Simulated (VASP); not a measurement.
```yaml
crystal:
  lattice:
    - [2.13570, -3.69914, 0.00000]
    - [2.13570, 3.69914, 0.00000]
    - [0.00000, 0.00000, 7.55703]
  atoms:
    - { symbol: Mg, position: [0.00000, 0.00000, 0.00000] }
    - { symbol: I, position: [0.33333, 0.66667, 0.22096] }
    - { symbol: I, position: [0.66667, 0.33333, 0.77904] }
```

Level of theory: PBE GGA, VASP's PBE PAW potentials (set 64) (plane waves; VASP 6.6.1). Settings: 480 eV cut-off, 6×6×4 Γ-centred mesh, Gaussian smearing of 0.050 eV, potentials Mg I.

Without a dispersion term in the relaxation, distances and binding between the weakly bound layers, chains or molecules are unreliable, and so is what depends on them.

Give the force on each atom (eV/Å).

```tsv
atom	Fx	Fy	Fz
Mg1	0.000	0.000	0.000
I2	0.000	0.000	-0.103
I3	0.000	0.000	0.103
```

Give the stress tensor in GPa (positive for a compressed cell).

```
-0.89   0.00   0.00
 0.00  -0.89   0.00
 0.00   0.00  -0.37
```
The pressure is its mean diagonal, -0.72 GPa.

The compound is MgI2 in the 1T layered structure. This cell was strained or had an atom moved on purpose.
